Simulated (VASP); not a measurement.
## TiC: transverse stress against strain

TiC (rock salt, Fm-3m, 9.692 Å³/atom and stress up to 0.08 GPa in the relaxed cell, cube axes along x, y and z) under a strain ε along a cube axis (axis z), the other axes held. LDA in VASP (plane waves, PAW), 600 eV, 18×18×18 Γ-centred mesh, Methfessel-Paxton smearing 0.10 eV; ions are relaxed, or left where forces stay under 0.02 eV/Å, within the symmetry of each cell. Stress is positive for a compressed cell.

Here s stands for strain and y for stress xx.

| strain (%) | stress xx (GPa) |
|---|---|
| -1.50 | 1.89 |
| -1.00 | 1.21 |
| -0.50 | 0.56 |
| 0.00 | -0.08 |
| 0.50 | -0.70 |
| 1.00 | -1.31 |
| 1.50 | -1.92 |
| 3.00 | ? |

### Question
Using a straight line, estimate the missing y at s = 3.00 from the other rows, showing the fit.

### Answer
Means: s 0, y -0.050. About the means, the sum of products is -8.8650 and the sum of squares of s is 7.0000; the slope is their ratio. Least squares gives y = -0.050 - 1.2664·s. Residuals (row less fit): 0.040, -0.006, -0.023, -0.030, -0.017, 0.006, 0.030; standard error 0.029 (degrees of freedom: 5). The slope gives the elastic constant C12 = about 130 GPa. At the withheld row, y = -0.050 - 1.2664 × 3.0 = -3.849 GPa. The calculation gives -3.67 GPa, 0.179 GPa above the prediction (3.2 % of the range of y in the table). The row lies outside the fitted rows, so this is an extrapolation. From the scatter of the fitted rows alone, a prediction at this place has a standard error of 0.046 GPa, so the miss is 3.9 times that.

A polynomial of degree 2 through the 12 other runs of the series gives -3.65 there, so most of the miss is curvature that the fit leaves out. In a metal these values are sensitive to mesh and smearing; energies are taken to zero smearing, stresses follow the free energy. The runs aren't spin-polarised. Rows are the converged runs of the series near zero and its far end; series whose fitted rows scatter by over a few per cent of the range, as at a crossing or softening among them, aren't shown in this form, nor equations of state whose B0' disagrees with the runs' pressures. Most that stay on the fit to the last digits aren't either.
